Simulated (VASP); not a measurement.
Method: r2SCAN meta-GGA, VASP's PBE PAW potentials (set 64) (plane waves; VASP).

The input files of a VASP run:

KPOINTS:
```
Automatic mesh
0
Gamma
8 8 8
0 0 0
```

### POSCAR
```
Ni3Fe
1.0
  3.4906357790   0.0000000000   0.0000000000
  0.0000000000   3.4906357790   0.0000000000
  0.0000000000   0.0000000000   3.4906357790
Fe Ni
1 3
direct
  0.0000000000   0.0000000000   0.0000000000
  0.0000000000   0.5000000000   0.5000000000
  0.5000000000   0.0000000000   0.5000000000
  0.5000000000   0.5000000000   0.0000000000
```

### INCAR
```
SYSTEM  =  Ni3Fe
PREC  =  Accurate; ENCUT  =  480; LREAL  =  .False.
LASPH  =  .True.
EDIFF  =  1E-6; NELM  =  100; ALGO  =  Normal
LMAXMIX  =  4; LMIXTAU  =  .True.
ISMEAR  =  1; SIGMA  =  0.1
METAGGA  =  R2SCAN
MAGMOM  =  3.0 3*0.7
ISPIN  =  2
IBRION  =  2; NSW  =  60; ISIF  =  3
EDIFFG  =  -0.02
LWAVE  =  .False.; LCHARG  =  .False.; LORBIT  =  10
```

POTCAR, in this order: Fe Ni (PBE.64 set). Program: vasp_std.

Output of the run:

OSZICAR:
```
       N       E                     dE             d eps       ncg     rms          rms(c)
DAV:   1     0.214210136277E+03    0.21421E+03   -0.17117E+04  3808   0.202E+03
DAV:   2    -0.445901849084E+02   -0.25880E+03   -0.24854E+03  3656   0.363E+02
DAV:   3    -0.593363918477E+02   -0.14746E+02   -0.14077E+02  3780   0.121E+02
DAV:   4    -0.595268521426E+02   -0.19046E+00   -0.19023E+00  3894   0.145E+01
DAV:   5    -0.595332662129E+02   -0.64141E-02   -0.64135E-02  5260   0.210E+00    0.230E+01
DAV:   6    -0.532479219702E+02    0.62853E+01   -0.54188E+01  3896   0.131E+02    0.306E+01
DAV:   7    -0.540527768524E+02   -0.80485E+00   -0.25912E+01  4296   0.125E+02    0.251E+01
DAV:   8    -0.503911981322E+02    0.36616E+01   -0.12373E+01  4546   0.607E+01    0.652E+00
DAV:   9    -0.506998871569E+02   -0.30869E+00   -0.10326E+00  4100   0.126E+01    0.339E+00
DAV:  10    -0.506897606428E+02    0.10127E-01   -0.15608E-01  4926   0.872E+00    0.193E+00
DAV:  11    -0.506826753254E+02    0.70853E-02   -0.72586E-02  4650   0.398E+00    0.116E+00
DAV:  12    -0.506847502203E+02   -0.20749E-02   -0.11345E-02  4286   0.169E+00    0.428E-01
DAV:  13    -0.506853808007E+02   -0.63058E-03   -0.14187E-03  4708   0.517E-01    0.131E-01
DAV:  14    -0.506854348304E+02   -0.54030E-04   -0.28588E-04  4352   0.288E-01    0.103E-01
DAV:  15    -0.506854421286E+02   -0.72982E-05   -0.47848E-05  4162   0.152E-01    0.456E-02
DAV:  16    -0.506854510184E+02   -0.88898E-05   -0.22659E-05  5292   0.101E-01    0.176E-02
DAV:  17    -0.506854509316E+02    0.86767E-07   -0.57659E-06  3728   0.654E-02
   1 F= -.50685451E+02 E0= -.50685087E+02  d E =-.506855E+02  mag=     5.1987
       N       E                     dE             d eps       ncg     rms          rms(c)
DAV:   1    -0.517857970872E+02   -0.11003E+01   -0.12011E+01  3644   0.518E+01    0.106E+01
DAV:   2    -0.549008568978E+02   -0.31151E+01   -0.23357E+01  4172   0.996E+01    0.338E+01
DAV:   3    -0.507780207438E+02    0.41228E+01   -0.84968E+00  4420   0.815E+01    0.706E+00
DAV:   4    -0.507110846066E+02    0.66936E-01   -0.78752E-01  4056   0.131E+01    0.289E+00
DAV:   5    -0.506919415998E+02    0.19143E-01   -0.72552E-02  4764   0.389E+00    0.156E+00
DAV:   6    -0.506843290034E+02    0.76126E-02   -0.52042E-02  5360   0.451E+00    0.689E-01
DAV:   7    -0.506846065649E+02   -0.27756E-03   -0.13083E-02  4182   0.197E+00    0.315E-01
DAV:   8    -0.506849260461E+02   -0.31948E-03   -0.19455E-03  5822   0.111E+00    0.191E-01
DAV:   9    -0.506849021003E+02    0.23946E-04   -0.48472E-04  4318   0.405E-01    0.817E-02
DAV:  10    -0.506849768056E+02   -0.74705E-04   -0.85311E-05  4804   0.175E-01    0.379E-02
DAV:  11    -0.506849758883E+02    0.91736E-06   -0.55430E-05  4896   0.111E-01    0.144E-02
DAV:  12    -0.506849786132E+02   -0.27249E-05   -0.56623E-06  3456   0.418E-02    0.797E-03
DAV:  13    -0.506849785398E+02    0.73371E-07   -0.69496E-07  2108   0.242E-02
   2 F= -.50684979E+02 E0= -.50684968E+02  d E =0.472392E-03  mag=     5.2830
       N       E                     dE             d eps       ncg     rms          rms(c)
DAV:   1    -0.509665228994E+02   -0.28154E+00   -0.30312E+00  3652   0.251E+01    0.508E+00
DAV:   2    -0.514696072577E+02   -0.50308E+00   -0.36565E+00  4120   0.475E+01    0.113E+01
DAV:   3    -0.507088032853E+02    0.76080E+00   -0.17693E+00  4100   0.425E+01    0.305E+00
DAV:   4    -0.506993138108E+02    0.94895E-02   -0.15217E-01  4032   0.631E+00    0.826E-01
DAV:   5    -0.506978790210E+02    0.14348E-02   -0.12860E-02  4514   0.120E+00    0.336E-01
DAV:   6    -0.506964675020E+02    0.14115E-02   -0.20287E-03  5016   0.915E-01    0.167E-01
DAV:   7    -0.506965387652E+02   -0.71263E-04   -0.43849E-04  4080   0.295E-01    0.926E-02
DAV:   8    -0.506965531379E+02   -0.14373E-04   -0.16457E-04  4192   0.259E-01    0.727E-02
DAV:   9    -0.506965415360E+02    0.11602E-04   -0.52299E-05  4706   0.181E-01    0.237E-02
DAV:  10    -0.506965421442E+02   -0.60822E-06   -0.94159E-06  5198   0.529E-02
   3 F= -.50696542E+02 E0= -.50696303E+02  d E =-.110912E-01  mag=     5.2461
       N       E                     dE             d eps       ncg     rms          rms(c)
DAV:   1    -0.506977609082E+02   -0.12194E-02   -0.13656E-02  3652   0.171E+00    0.357E-01
DAV:   2    -0.507004805968E+02   -0.27197E-02   -0.18173E-02  4090   0.333E+00    0.918E-01
DAV:   3    -0.506965911131E+02    0.38895E-02   -0.95695E-03  4116   0.306E+00    0.232E-01
DAV:   4    -0.506965188233E+02    0.72290E-04   -0.59069E-04  4238   0.417E-01    0.602E-02
DAV:   5    -0.506965077579E+02    0.11065E-04   -0.58541E-05  5204   0.106E-01    0.223E-02
DAV:   6    -0.506965033953E+02    0.43626E-05   -0.12029E-05  4358   0.448E-02    0.114E-02
DAV:   7    -0.506965024424E+02    0.95290E-06   -0.26844E-06  3036   0.400E-02
   4 F= -.50696502E+02 E0= -.50696246E+02  d E =-.110515E-01  mag=     5.2425
```

OUTCAR:
```
------------------------ aborting loop because EDIFF is reached ----------------------------------------
  FORCE on cell =-STRESS in cart. coord.  units (eV):
  Direction    XX          YY          ZZ          XY          YZ          ZX
  --------------------------------------------------------------------------------------
  Total        0.0329691      0.0329691      0.0329691      0.0000000     -0.0000000      0.0000000
  in kB        1.2193003      1.2193003      1.2193003      0.0000000     -0.0000000      0.0000000
  external PRESSURE =       1.2193003 kB  Pullay stress =       0.0000000 kB
  volume of cell :       43.32
      direct lattice vectors                 reciprocal lattice vectors
     3.512118379  0.000000000  0.000000000     0.284728444 -0.000000000 -0.000000000
     0.000000000  3.512118379  0.000000000     0.000000000  0.284728444 -0.000000000
     0.000000000  0.000000000  3.512118379    -0.000000000 -0.000000000  0.284728444
 POSITION                                       TOTAL-FORCE (eV/Angst)
 -----------------------------------------------------------------------------------
      0.00000      0.00000      0.00000        -0.000000     -0.000000      0.000000
      0.00000      1.75606      1.75606         0.000000      0.000000      0.000000
      1.75606      0.00000      1.75606        -0.000000      0.000000      0.000000
      1.75606      1.75606      0.00000        -0.000000     -0.000000      0.000000
 -----------------------------------------------------------------------------------
    total drift:                                0.000000      0.000000      0.000000
  FREE ENERGIE OF THE ION-ELECTRON SYSTEM (eV)
  ---------------------------------------------------
  free  energy   TOTEN  =       -50.6965024424 eV

  energy  without entropy=      -50.6957336506  energy(sigma->0) =      -50.69624618

 total charge

# of ion       s       p       d       tot
------------------------------------------
    1        0.494   0.560   6.053   7.107
    2        0.534   0.566   8.333   9.433
    3        0.534   0.566   8.333   9.433
    4        0.534   0.566   8.333   9.433
--------------------------------------------------
tot          2.096   2.260  31.051  35.407

 magnetization (x)

# of ion       s       p       d       tot
------------------------------------------
    1        0.024  -0.009   3.150   3.165
    2       -0.020  -0.069   0.812   0.723
    3       -0.020  -0.069   0.812   0.723
    4       -0.020  -0.069   0.812   0.723
--------------------------------------------------
tot         -0.036  -0.217   5.586   5.333

 reached required accuracy - stopping structural energy minimisation
```
(Selected blocks of OUTCAR.)

File CONTCAR:
```
Ni3Fe
   1.00000000000000
     3.5121183792218758    0.0000000000000000    0.0000000000000000
     0.0000000000000000    3.5121183792218758    0.0000000000000000
     0.0000000000000000    0.0000000000000000    3.5121183792218758
  Fe              Ni
     1     3
Direct
     0.0000000000000000    0.0000000000000000    0.0000000000000000
     0.0000000000000000    0.5000000000000000    0.5000000000000000
     0.5000000000000000    0.0000000000000000    0.5000000000000000
     0.5000000000000000    0.5000000000000000    0.0000000000000000
```

File OUTCAR:
```
 val. band max:        8.9596608834   @ k =   0.3750   0.2500   0.1250

 cond. band min:       9.0157209314   @ k =   0.5000   0.1250   0.1250


 Fermi energy:         8.9707988641

 spin component 1

 k-point     1 :       0.0000    0.0000    0.0000
  band No.  band energies     occupation
      1      -0.7554      1.00000
      2       2.7637      1.00000
      3       2.7637      1.00000
      4       3.5432      1.00000
      5       3.5432      1.00000
      6       3.5432      1.00000
      7       3.7297      1.00000
      8       5.5298      1.00000
      9       5.5298      1.00000
     10       5.5298      1.00000
     11       6.5494      1.00000
     12       6.5494      1.00000
     13       7.6009      1.00000
     14       7.6009      1.00000
     15       7.6018      1.00000
     16       7.6018      1.00000
     17       7.6018      1.00000
     18       7.6807      1.00000
     19       7.7791      1.00000
     20       7.7791      1.00000
     21       7.7791      1.00000
     22      11.2030      0.00000
     23      11.2030      0.00000
     24      11.2030      0.00000
     25      18.0339      0.00000
     26      18.0339      0.00000

 k-point     2 :       0.1250    0.0000    0.0000
  band No.  band energies     occupation
      1      -0.5421      1.00000
      2       2.8402      1.00000
      3       2.8537      1.00000
      4       3.6025      1.00000
      5       3.6148      1.00000
      6       3.6148      1.00000
      7       3.8089      1.00000
      8       5.4606      1.00000
      9       5.5793      1.00000
     10       5.5793      1.00000
     11       6.4643      1.00000
     12       6.5716      1.00000
     13       7.2715      1.00000
     14       7.2715      1.00000
     15       7.5099      1.00000
     16       7.5624      1.00000
     17       7.6005      1.00000
     18       7.6148      1.00000
     19       7.6148      1.00000
     20       7.6223      1.00000
...
```

The compound is Ni3Fe in the L1_2 structure. This run relaxes it. Symmetry was kept, so distortions that lower it aren't found. The start is the result of an earlier pass.
